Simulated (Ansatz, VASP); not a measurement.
## TaRu in VASP and in Ansatz

```
Ta Ru
1.0
     3.00601    0.00000    0.00000
     0.00000    3.00601    0.00000
     0.00000    0.00000    3.36163
Ta Ru
1 1
Cartesian
  1.5030 1.5030 1.6808
  0.0000 0.0000 0.0000
```

Alike in both runs: functional LDA; k mesh 14 × 14 × 12; occupations fermi-dirac, width 0.15 eV; no spin polarisation.

Ansatz relaxed the structure, and its values are those at the end. VASP's run is a single point on that final structure, the one shown.

|  | VASP | Ansatz |
| --- | --- | --- |
| version | VASP 6.6.1 | Ansatz 0.2.0 |
| potentials or method | VASP PAW LDA potentials, release 64 (Ta_pv, Ru_pv) | scalar-relativistic, plane waves, PAW |
| plane-wave cutoff (eV) | 520 | 420 |
| valence electrons in the cell | 25 | 29 |

|  | VASP | Ansatz | Ansatz less VASP |
| --- | --- | --- | --- |
| gap on the k mesh at the Fermi level (eV) | none | none | - |
| pressure (GPa) | 1.0 | 0.0 | -1.04 |

A gap of «none» marks a metal or a gap that the smearing closes. The two sets of potentials don't hold the same shells in valence.

The runs have no spin-orbit coupling, so splittings on Ta are missing.
